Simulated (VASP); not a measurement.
These are LDA (Ceperley-Alder, Perdew-Zunger), VASP's LDA PAW potentials (set 64) (plane waves; VASP) values and carry that method's errors.

Input for VASP

**KPOINTS**
```
Automatic mesh
0
Gamma
24 24 1
0 0 0
```

### INCAR
```
ALGO=Normal
EDIFF=1E-6
ENCUT=500
ISMEAR=1
LASPH=T
LCHARG=F
LORBIT=11
LREAL=F
LVHAR=T
LWAVE=F
NELM=100
NELMIN=4
PREC=Normal
SIGMA=0.1
SYSTEM=C monolayer
```

### POSCAR
```
C monolayer
1.0
  2.4462533648   0.0000000000   0.0000000000
 -1.2231266824   2.1185170730   0.0000000000
  0.0000000000   0.0000000000  15.6333699219
C
2
Cartesian
  0.0000000000   0.0000000000   7.8166849609
  1.2231279055   0.7061716515   7.8166849609
```

POTCAR, in this order: C (LDA.64 set). Program: vasp_std. Read from the step before: WAVECAR.

Question: What will the output report for the number of irreducible k-points (NKPTS), largest plane-wave count, number of space-group operations, FFT grid (NGX, NGY, NGZ)?

Answer: 
| Property | Value |
|---|---|
| number of irreducible k-points (NKPTS) | 61 |
| largest plane-wave count | 2099 |
| number of space-group operations | 24 |
| FFT grid (NGX, NGY, NGZ) | 14 × 14 × 90 |

The cell is a sheet with vacuum, built from C (graphite).
